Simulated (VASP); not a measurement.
LiHPd, 3 atoms in the cell. The structure is tetragonal, space group P4/mmm (No. 123). Conventional cell: a = 2.852 Å, b = 2.852 Å, c = 4.006 Å, α = 90.00°, β = 90.00°, γ = 90.00°. Li (site symmetry 4/mmm) is surrounded by 2 H at 2.00 Å. H (site symmetry 4/mmm) has 2 Li at 2.00 Å and 4 Pd at 2.02 Å as nearest neighbours. Pd (site symmetry 4/mmm) has 4 H at 2.02 Å as nearest neighbours. The cell comes from a database or a generator and needn't be the stable form of this composition.

```yaml
Program: VASP 6.6.1
Task: single point
Functional: PBEsol
Potentials_or_basis: VASP PAW PBE potentials, release 64 (Li_sv, H, Pd)
Cutoff: 520 eV
k_mesh: 8 × 8 × 6
Occupations: fermi-dirac, width 0.1 eV
Spin: no spin polarisation
Dipole_correction: no
Further_INCAR_settings: ALGO = Normal; EDIFF = 1e-07; NBANDS = 14
```

Potentials or basis: VASP PAW PBE potentials, release 64 (Li_sv, H, Pd).

Launch:

```console
$ cat potpaw_PBE.64/Li_sv/POTCAR potpaw_PBE.64/H/POTCAR potpaw_PBE.64/Pd/POTCAR > POTCAR
$ mpirun -np 1 vasp_std > vasp.out
```

Hardware: 1 thread of Intel(R) Xeon(R) Platinum 8559C (Emerald Rapids), with other jobs on the host.

**Question.** How long does it take, and how much memory?

**Answer.** Wall time 10 s on 1 thread of Intel(R) Xeon(R) Platinum 8559C (Emerald Rapids), on a shared host, peak memory 0.16 GiB. Counts: scf iterations 14, k points 60.
